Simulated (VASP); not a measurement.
Computed with PBEsol GGA, VASP's PBE PAW potentials (set 64) (plane waves; VASP).

A VASP calculation is set up with these files.

### POSCAR
```
HfC
1.0
  3.8084217001   0.0000000000   0.0000000000
 -1.9042108501   3.2981900071   0.0000000000
  0.0000000000   0.0000000000   4.6109586007
Hf C
2 2
Cart
 -0.0000019042   2.1987944375   4.3571022016
  1.9042127542   1.0993955696   2.0516229013
 -0.0000019042   2.1987944375   1.9829658743
  1.9042127542   1.0993955696   4.2884451747
```

File KPOINTS:
```
K-points
0
G
8 8 6
```

INCAR:
```
SYSTEM=HfC
PREC=Accurate; ENCUT=520; LREAL=.False.
LASPH=.True.
EDIFF=1E-6; NELM=100; ALGO=Normal
LMAXMIX=6
ISMEAR=1; SIGMA=0.1
GGA=PS
IBRION=2; NSW=60; ISIF=3
EDIFFG=-0.02
LWAVE=.False.; LCHARG=.False.
```

POTCAR, in this order: Hf_pv C (PBE.64 set). Program: vasp_std.

The resulting files:

OSZICAR:
```
       N       E                     dE             d eps       ncg     rms          rms(c)
DAV:   1     0.101670459676E+03    0.10167E+03   -0.15887E+04  1440   0.149E+03
DAV:   2    -0.442238748195E+02   -0.14589E+03   -0.14254E+03  1920   0.328E+02
DAV:   3    -0.502307382638E+02   -0.60069E+01   -0.59798E+01  1802   0.519E+01
DAV:   4    -0.503100788996E+02   -0.79341E-01   -0.79280E-01  1930   0.643E+00
DAV:   5    -0.503106029190E+02   -0.52402E-03   -0.52392E-03  1814   0.556E-01    0.855E+01
DAV:   6    -0.432089700700E+02    0.71016E+01   -0.49975E+01  1526   0.297E+01    0.586E+01
DAV:   7    -0.431221943091E+02    0.86776E-01   -0.24874E+00  1618   0.969E+00    0.266E+01
DAV:   8    -0.430947594734E+02    0.27435E-01   -0.12150E-01  1948   0.226E+00    0.493E+00
DAV:   9    -0.430869516157E+02    0.78079E-02   -0.46455E-02  1606   0.107E+00    0.258E+00
DAV:  10    -0.430862077318E+02    0.74388E-03   -0.48499E-03  1778   0.472E-01    0.130E-01
DAV:  11    -0.430862017988E+02    0.59329E-05   -0.26743E-04  1782   0.113E-01    0.146E-01
DAV:  12    -0.430861936588E+02    0.81400E-05   -0.23986E-05  1880   0.326E-02    0.282E-02
DAV:  13    -0.430861939809E+02   -0.32215E-06   -0.10709E-06   968   0.882E-03
   1 F= -.43086194E+02 E0= -.43086216E+02  d E =-.430862E+02
       N       E                     dE             d eps       ncg     rms          rms(c)
DAV:   1    -0.430889408015E+02   -0.27471E-02   -0.89668E-01  1448   0.757E+00    0.126E+00
DAV:   2    -0.430906498366E+02   -0.17090E-02   -0.26108E-02  1842   0.122E+00    0.462E-01
DAV:   3    -0.430903487418E+02    0.30109E-03   -0.56159E-04  1712   0.187E-01    0.236E-01
DAV:   4    -0.430902877421E+02    0.61000E-04   -0.29081E-04  1808   0.119E-01    0.659E-02
DAV:   5    -0.430902866527E+02    0.10894E-05   -0.26346E-05  1686   0.350E-02    0.233E-02
DAV:   6    -0.430902863990E+02    0.25373E-06   -0.95112E-07  1020   0.688E-03
   2 F= -.43090286E+02 E0= -.43090346E+02  d E =-.409242E-02
       N       E                     dE             d eps       ncg     rms          rms(c)
DAV:   1    -0.430905460543E+02   -0.25940E-03   -0.40979E-01  1442   0.511E+00    0.851E-01
DAV:   2    -0.430912985016E+02   -0.75245E-03   -0.11874E-02  1848   0.822E-01    0.310E-01
DAV:   3    -0.430911560213E+02    0.14248E-03   -0.26657E-04  1690   0.128E-01    0.159E-01
DAV:   4    -0.430911282144E+02    0.27807E-04   -0.13403E-04  1812   0.800E-02    0.453E-02
DAV:   5    -0.430911274493E+02    0.76509E-06   -0.11861E-05  1680   0.233E-02    0.167E-02
DAV:   6    -0.430911272462E+02    0.20304E-06   -0.47685E-07   912   0.485E-03
   3 F= -.43091127E+02 E0= -.43091078E+02  d E =-.493327E-02
       N       E                     dE             d eps       ncg     rms          rms(c)
DAV:   1    -0.430979743343E+02   -0.68469E-02   -0.78278E-01  1452   0.719E+00    0.252E+00
DAV:   2    -0.430930773570E+02    0.48970E-02   -0.29557E-02  1810   0.133E+00    0.706E-01
DAV:   3    -0.430903945539E+02    0.26828E-02   -0.39230E-03  1586   0.483E-01    0.388E-01
DAV:   4    -0.430900188962E+02    0.37566E-03   -0.10068E-03  1776   0.243E-01    0.295E-01
DAV:   5    -0.430900071369E+02    0.11759E-04   -0.78897E-05  1702   0.527E-02    0.734E-02
DAV:   6    -0.430900081684E+02   -0.10315E-05   -0.96476E-06  1776   0.175E-02    0.861E-03
DAV:   7    -0.430900079126E+02    0.25581E-06   -0.10603E-06   876   0.585E-03
   4 F= -.43090008E+02 E0= -.43089855E+02  d E =0.111933E-02
       N       E                     dE             d eps       ncg     rms          rms(c)
DAV:   1    -0.430948300797E+02   -0.48219E-02   -0.29431E-01  1448   0.439E+00    0.157E+00
DAV:   2    -0.430930308977E+02    0.17992E-02   -0.11294E-02  1814   0.816E-01    0.436E-01
DAV:   3    -0.430920128001E+02    0.10181E-02   -0.14490E-03  1572   0.292E-01    0.239E-01
DAV:   4    -0.430918607938E+02    0.15201E-03   -0.39958E-04  1764   0.153E-01    0.177E-01
DAV:   5    -0.430918517176E+02    0.90762E-05   -0.29520E-05  1736   0.327E-02    0.459E-02
DAV:   6    -0.430918507018E+02    0.10158E-05   -0.28820E-06  1344   0.101E-02    0.540E-03
DAV:   7    -0.430918507590E+02   -0.57162E-07   -0.28290E-07   832   0.365E-03
   5 F= -.43091851E+02 E0= -.43091756E+02  d E =-.723513E-03
```

OUTCAR:
```
------------------------ aborting loop because EDIFF is reached ----------------------------------------
  FORCE on cell =-STRESS in cart. coord.  units (eV):
  Direction    XX          YY          ZZ          XY          YZ          ZX
  --------------------------------------------------------------------------------------
  Total        0.0075762      0.0075762      0.0090381     -0.0000000     -0.0000000      0.0000000
  in kB        0.2095169      0.2095169      0.2499449     -0.0000000     -0.0000000      0.0000000
  external PRESSURE =       0.2229929 kB  Pullay stress =       0.0000000 kB
  volume of cell :       57.94
      direct lattice vectors                 reciprocal lattice vectors
     3.813721253 -0.000000000 -0.000000000     0.262211088  0.151387639 -0.000000000
    -1.906860627  3.302779555  0.000000000     0.000000000  0.302775279 -0.000000000
     0.000000000  0.000000000  4.599558787    -0.000000000 -0.000000000  0.217412158
 POSITION                                       TOTAL-FORCE (eV/Angst)
 -----------------------------------------------------------------------------------
     -0.00000      2.20185      4.33053         0.000000     -0.000000     -0.003015
      1.90686      1.10093      2.03075        -0.000000      0.000000     -0.003015
     -0.00000      2.20185      1.99386        -0.000000     -0.000000      0.003015
      1.90686      1.10093      4.29364         0.000000     -0.000000      0.003015
 -----------------------------------------------------------------------------------
    total drift:                               -0.000896      0.000517      0.000353
  FREE ENERGIE OF THE ION-ELECTRON SYSTEM (eV)
  ---------------------------------------------------
  free  energy   TOTEN  =       -43.0918507590 eV

  energy  without entropy=      -43.0915677908  energy(sigma->0) =      -43.09175644

 reached required accuracy - stopping structural energy minimisation
```
(Selected blocks of OUTCAR.)

CONTCAR:
```
HfC
   1.00000000000000
     3.8137212533992764   -0.0000000000000800   -0.0000000000000000
    -1.9068606267497774    3.3027795551626897    0.0000000000000000
     0.0000000000000000    0.0000000000000000    4.5995587870186041
  Hf              C
     2     2
Direct
     0.3333330000000032    0.6666669999999968    0.9415099450994951
     0.6666669999999968    0.3333330000000032    0.4415099450994950
     0.3333330000000032    0.6666669999999968    0.4334900549005050
     0.6666669999999968    0.3333330000000032    0.9334900549005049
```

The structure was generated: HfC was put into the wurtzite type (P6_3mc), which need not be its known phase. This run relaxes it. Symmetry was kept, so distortions that lower it aren't found. The start is the result of an earlier pass.
